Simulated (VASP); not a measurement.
All values below come from r2SCAN meta-GGA, VASP's PBE PAW potentials (set 64) (plane waves; VASP 6.6.1).

VASP ran on this input.

**KPOINTS**
```
Automatic mesh
0
gamma
8 8 4
0 0 0
```

### INCAR
```
NSW = 1   # most ionic steps
ALGO = Normal   # blocked Davidson
LREAL = .FALSE.   # projection in real space or not
LMIXTAU = .TRUE.
LWAVE = .FALSE.
ENCUT = 530
NFREE = 2
NELM = 100   # most electronic steps
METAGGA = R2SCAN
SIGMA = 0.1
PREC = Accurate
LASPH = .TRUE.   # aspherical one-centre terms
LMAXMIX = 4
IBRION = 6
ISMEAR = 1   # Methfessel-Paxton
SYSTEM = TiTe2
POTIM = 0.015
LCHARG = .FALSE.
ISIF = 3   # ions, shape and volume
EDIFF = 1E-7   # SCF stop (eV)
```

### POSCAR
```
TiTe2
1
    3.8185099337    -0.0000000000     0.0000000000
   -1.9092549668     3.3069265979    -0.0000000000
   -0.0000000000     0.0000000000     6.7042224440
Ti Te
1 2
Direct
  0.0000000000   0.0000000000   0.0000000000
  0.6666670000   0.3333330000   0.7489751455
  0.3333330000   0.6666670000   0.2510248545
```

POTCAR, in this order: Ti_sv Te (PBE.64 set). Program: vasp_std.

Output of the run:

File OSZICAR:
```
       N       E                     dE             d eps       ncg     rms          rms(c)
DAV:   1     0.130218140446E+03    0.13022E+03   -0.11447E+04  1120   0.145E+03
DAV:   2    -0.543620293676E+02   -0.18458E+03   -0.18289E+03  1232   0.349E+02
DAV:   3    -0.727859276326E+02   -0.18424E+02   -0.17897E+02  1976   0.951E+01
DAV:   4    -0.732775936771E+02   -0.49167E+00   -0.49116E+00  1360   0.162E+01
DAV:   5    -0.733038411624E+02   -0.26247E-01   -0.26245E-01  1832   0.311E+00    0.125E+01
DAV:   6    -0.698361750346E+02    0.34677E+01   -0.46486E+01  1456   0.550E+01    0.121E+01
DAV:   7    -0.674772169807E+02    0.23590E+01   -0.29616E+01  1568   0.319E+01    0.551E+00
DAV:   8    -0.655571590356E+02    0.19201E+01   -0.29532E+00  1248   0.122E+01    0.178E+00
DAV:   9    -0.661535674618E+02   -0.59641E+00   -0.11508E+00  1272   0.751E+00    0.223E+00
DAV:  10    -0.659991158897E+02    0.15445E+00   -0.46133E-01  1120   0.521E+00    0.110E+00
DAV:  11    -0.662891117016E+02   -0.29000E+00   -0.33062E-01  1136   0.490E+00    0.439E-01
DAV:  12    -0.662902953113E+02   -0.11836E-02   -0.12031E-02  1352   0.107E+00    0.178E-01
DAV:  13    -0.662922748578E+02   -0.19795E-02   -0.17080E-03  1288   0.395E-01    0.119E-01
DAV:  14    -0.662916184665E+02    0.65639E-03   -0.55596E-04  1200   0.265E-01    0.566E-02
DAV:  15    -0.662925555351E+02   -0.93707E-03   -0.89999E-04  1168   0.320E-01    0.148E-02
DAV:  16    -0.662925700782E+02   -0.14543E-04   -0.12388E-04  1320   0.134E-01    0.149E-02
DAV:  17    -0.662925890844E+02   -0.19006E-04   -0.39270E-05  1456   0.720E-02    0.396E-03
DAV:  18    -0.662925895098E+02   -0.42546E-06   -0.21376E-06  1176   0.166E-02    0.260E-03
DAV:  19    -0.662925905324E+02   -0.10226E-05   -0.21211E-06  1448   0.150E-02    0.176E-03
DAV:  20    -0.662925908154E+02   -0.28302E-06   -0.54318E-07  1128   0.948E-03    0.436E-04
DAV:  21    -0.662925906197E+02    0.19578E-06   -0.65990E-08   632   0.255E-03    0.348E-04
DAV:  22    -0.662925907558E+02   -0.13617E-06   -0.13506E-08   592   0.116E-03    0.276E-04
DAV:  23    -0.662925906681E+02    0.87738E-07   -0.68265E-09   608   0.777E-04
   1 F= -.66292591E+02 E0= -.66292444E+02  d E =-.440831E-03
 Found     4 degrees of freedom:
 Adding 6 more for cell shape distortion
```

File OUTCAR:
```
------------------------ aborting loop because EDIFF is reached ----------------------------------------
  FORCE on cell =-STRESS in cart. coord.  units (eV):
  Direction    XX          YY          ZZ          XY          YZ          ZX
  --------------------------------------------------------------------------------------
  Total        0.0795332      0.0795332      0.0442826      0.0000000      0.0000000      0.0000000
  in kB        1.5051927      1.5051927      0.8380637      0.0000000      0.0000000      0.0000000
  external PRESSURE =       1.2828164 kB  Pullay stress =       0.0000000 kB
  volume of cell :       84.66
      direct lattice vectors                 reciprocal lattice vectors
     3.818509934  0.000000000  0.000000000     0.261882257  0.151197792  0.000000000
    -1.909254967  3.306926598  0.000000000     0.000000000  0.302395584  0.000000000
     0.000000000  0.000000000  6.704222444     0.000000000  0.000000000  0.149159729
 POSITION                                       TOTAL-FORCE (eV/Angst)
 -----------------------------------------------------------------------------------
      0.00000      0.00000      0.00000         0.000000      0.000000      0.000000
      1.90926      1.10231      5.02130         0.000000      0.000000     -0.010320
     -0.00000      2.20462      1.68293        -0.000000      0.000000      0.010320
 -----------------------------------------------------------------------------------
    total drift:                               -0.000000      0.000000      0.000000
  FREE ENERGIE OF THE ION-ELECTRON SYSTEM (eV)
  ---------------------------------------------------
  free  energy   TOTEN  =       -66.2925906681 eV

  energy  without entropy=      -66.2921498373  energy(sigma->0) =      -66.29244372
```
(Selected blocks of OUTCAR.)

### stdout
```
...
DAV:   8    -0.655571590356E+02    0.19201E+01   -0.29532E+00  1248   0.122E+01    0.178E+00
DAV:   9    -0.661535674618E+02   -0.59641E+00   -0.11508E+00  1272   0.751E+00    0.223E+00
DAV:  10    -0.659991158897E+02    0.15445E+00   -0.46133E-01  1120   0.521E+00    0.110E+00
DAV:  11    -0.662891117016E+02   -0.29000E+00   -0.33062E-01  1136   0.490E+00    0.439E-01
DAV:  12    -0.662902953113E+02   -0.11836E-02   -0.12031E-02  1352   0.107E+00    0.178E-01
DAV:  13    -0.662922748578E+02   -0.19795E-02   -0.17080E-03  1288   0.395E-01    0.119E-01
DAV:  14    -0.662916184665E+02    0.65639E-03   -0.55596E-04  1200   0.265E-01    0.566E-02
DAV:  15    -0.662925555351E+02   -0.93707E-03   -0.89999E-04  1168   0.320E-01    0.148E-02
DAV:  16    -0.662925700782E+02   -0.14543E-04   -0.12388E-04  1320   0.134E-01    0.149E-02
DAV:  17    -0.662925890844E+02   -0.19006E-04   -0.39270E-05  1456   0.720E-02    0.396E-03
DAV:  18    -0.662925895098E+02   -0.42546E-06   -0.21376E-06  1176   0.166E-02    0.260E-03
DAV:  19    -0.662925905324E+02   -0.10226E-05   -0.21211E-06  1448   0.150E-02    0.176E-03
DAV:  20    -0.662925908154E+02   -0.28302E-06   -0.54318E-07  1128   0.948E-03    0.436E-04
DAV:  21    -0.662925906197E+02    0.19578E-06   -0.65990E-08   632   0.255E-03    0.348E-04
DAV:  22    -0.662925907558E+02   -0.13617E-06   -0.13506E-08   592   0.116E-03    0.276E-04
DAV:  23    -0.662925906681E+02    0.87738E-07   -0.68265E-09   608   0.777E-04
   1 F= -.66292591E+02 E0= -.66292444E+02  d E =-.440831E-03
 Found     4 degrees of freedom:
 Adding 6 more for cell shape distortion
 Finite differences POTIM= 0.01500 DOF=  10

 -----------------------------------------------------------------------------
|                                                                             |
|     EEEEEEE  RRRRRR   RRRRRR   OOOOOOO  RRRRRR      ###     ###     ###     |
|     E        R     R  R     R  O     O  R     R     ###     ###     ###     |
|     E        R     R  R     R  O     O  R     R     ###     ###     ###     |
|     EEEEE    RRRRRR   RRRRRR   O     O  RRRRRR       #       #       #      |
|     E        R   R    R   R    O     O  R   R                               |
|     E        R    R   R    R   O     O  R    R      ###     ###     ###     |
|     EEEEEEE  R     R  R     R  OOOOOOO  R     R     ###     ###     ###     |
|                                                                             |
|     RE_READ_KPOINTS: the new IBZ does not contain all k-points of the       |
|     original IBZ.                                                           |
|                                                                             |
|     ... try setting KBLOWUP=.FALSE.                                         |
|     ... as a last resort: switch off symmetry                               |
|                                                                             |
|       ---->  I REFUSE TO CONTINUE WITH THIS SICK JOB ... BYE!!! <----       |
|                                                                             |
 -----------------------------------------------------------------------------
```

VASP stops with an error: RE_READ_KPOINTS: the new IBZ does not contain all k-points of the original IBZ. ... try setting KBLOWUP=.FALSE. ... as a last resort: switch off symmetry ----> I REFUSE TO CONTINUE WITH THIS SICK JOB ... BYE!!! <----

The structure comes from a computed database's TiTe2 entry (P-3m1); how it stands against other phases isn't given here. It was relaxed first.
